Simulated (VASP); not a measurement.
VASP input:

### INCAR
```
SYSTEM = ZrGe2
PREC = Accurate; ENCUT = 400; LREAL = .FALSE.
LASPH = .TRUE.
EDIFF = 1E-6; NELM = 100; ALGO = Normal
LMAXMIX = 4
ISMEAR = 1; SIGMA = 0.1
GGA = PS
IBRION = 2; NSW = 60; ISIF = 3
EDIFFG = -0.02
LWAVE = .FALSE.; LCHARG = .FALSE.
```

### POSCAR
```
ZrGe2
1.0
  4.3117186456   0.0000000000   0.0000000000
 -2.1558593228   3.7340577132   0.0000000000
  0.0000000000   0.0000000000   3.4464506704
Zr Ge
1 2
Cartesian
  0.0000000000   0.0000000000   0.0000000000
 -0.0000021559   2.4893730535   1.7232253352
  2.1558614787   1.2446846597   1.7232253352
```

File KPOINTS:
```
Automatic mesh
0
Gamma
8 8 8
0 0 0
```

POTCAR, in this order: Zr_sv Ge_d (PBE.64 set). Program: vasp_std.

Q: Write an equivalent input for Quantum ESPRESSO's pw.x.

A: One equivalent input (not run):
```
&CONTROL
  calculation = 'vc-relax'
  pseudo_dir = './pseudo'
  outdir = './out'
  tprnfor = .true.
  tstress = .true.
  nstep = 60
  forc_conv_thr = 0.00078
/
&SYSTEM
  ibrav = 0
  nat = 3
  ntyp = 2
  ecutwfc = 78
  occupations = 'smearing'
  smearing = 'methfessel-paxton'
  degauss = 0.00735
  input_dft = 'pbesol'
/
&ELECTRONS
  conv_thr = 7.3e-08
  electron_maxstep = 100
/
&IONS
/
&CELL
/
ATOMIC_SPECIES
  Zr 91.224 Zr.upf
  Ge 72.630 Ge.upf
CELL_PARAMETERS angstrom
     4.3117186    0.0000000    0.0000000
    -2.1558593    3.7340577    0.0000000
     0.0000000   -0.0000000    3.4464507
ATOMIC_POSITIONS crystal
  Zr   0.0000000  0.0000000  0.0000000
  Ge   0.3333330  0.6666670  0.5000000
  Ge   0.6666670  0.3333330  0.5000000
K_POINTS automatic
  8 8 8 0 0 0
```
What does not carry over: the potentials are each code's own (VASP's PAW set, PseudoDojo norm-conserving files in pw.x), so ENCUT and ecutwfc are chosen apart and not converted; conv_thr bounds pw.x's estimated SCF error, while EDIFF bounds the energy change between steps; forc_conv_thr acts on force components and is met together with etot_conv_thr.

The structure was generated: ZrGe2 was put into the AlB2 type (P6/mmm), which need not be its known phase. This run relaxes it. Symmetry was kept, so distortions that lower it aren't found. The start is the result of an earlier pass.
